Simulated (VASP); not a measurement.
VASP ran on this input.

POSCAR:
```
CoAl
1
    2.8494475177     0.0000000000     0.0000000000
    0.0000000000     2.8494475177     0.0000000000
    0.0000000000     0.0000000000     2.8494475177
Al Co
1 1
Direct
  0.5000000000   0.5000000000   0.5000000000
  0.0000000000   0.0000000000   0.0000000000
```

File KPOINTS:
```
Automatic mesh
0
Gamma
13 13 13
0 0 0
```

INCAR:
```
SYSTEM = CoAl
PREC = Accurate
ENCUT = 520
EDIFF = 1E-7
NELM = 100
ALGO = Normal
LREAL = .FALSE.
LASPH = .TRUE.
ISMEAR = 1
SIGMA = 0.1
GGA = PE
IVDW = 11
LMAXMIX = 4
LWAVE = .FALSE.
LCHARG = .FALSE.
ISIF = 2
```

POTCAR, in this order: Al Co (PBE.64 set). Program: vasp_std.

Q: Write an equivalent input for Quantum ESPRESSO's pw.x.

A: One equivalent input (not run):
```
&CONTROL
  calculation = 'scf'
  pseudo_dir = './pseudo'
  outdir = './out'
  tprnfor = .true.
  tstress = .true.
/
&SYSTEM
  ibrav = 0
  nat = 2
  ntyp = 2
  ecutwfc = 96
  occupations = 'smearing'
  smearing = 'methfessel-paxton'
  degauss = 0.00735
  input_dft = 'pbe'
  vdw_corr = 'grimme-d3'
  dftd3_version = 3
  dftd3_threebody = .false.
/
&ELECTRONS
  conv_thr = 7.3e-09
  electron_maxstep = 100
/
ATOMIC_SPECIES
  Al 26.982 Al.upf
  Co 58.933 Co.upf
CELL_PARAMETERS angstrom
     2.8494475    0.0000000    0.0000000
     0.0000000    2.8494475    0.0000000
     0.0000000    0.0000000    2.8494475
ATOMIC_POSITIONS crystal
  Al   0.5000000  0.5000000  0.5000000
  Co   0.0000000  0.0000000  0.0000000
K_POINTS automatic
  13 13 13 0 0 0
```
What does not carry over: the potentials are each code's own (VASP's PAW set, PseudoDojo norm-conserving files in pw.x), so ENCUT and ecutwfc are chosen apart and not converted; conv_thr bounds pw.x's estimated SCF error, while EDIFF bounds the energy change between steps.

The compound is CoAl in the CsCl type structure. This cell is one point of a volume scan, at 1.03 of the reference volume.
